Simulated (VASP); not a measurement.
Data:

```
CELL_PARAMETERS angstrom
      0.00000     2.93302     2.93302
      2.93302     0.00000     2.93302
      2.93302     2.93302     0.00000
ATOMIC_POSITIONS crystal
  Cd 0.00000 0.00000 0.00000
  S  0.25000 0.25000 0.25000
```

Level of theory: PBE GGA with D3 dispersion (zero damping), VASP's PBE PAW potentials (set 64) (plane waves; VASP). Run with 520 eV cut-off, 9×9×9 Γ-centred mesh, tetrahedra with Blöchl corrections, potentials Cd S.

Question: Predict the energy per atom (σ→0), band gap (on the k-mesh) with the smallest direct gap where there is one.

Answer: 
```
Property                                      Value
-----------------------------------  --------------
band gap (on the k-mesh)                    1.11 eV
smallest direct gap (on the k-mesh)         1.11 eV
energy per atom (σ→0)                -3.321 eV/atom
```

The compound is CdS in the zinc blende structure, a metastable form; wurtzite is the usual one. It was relaxed first.
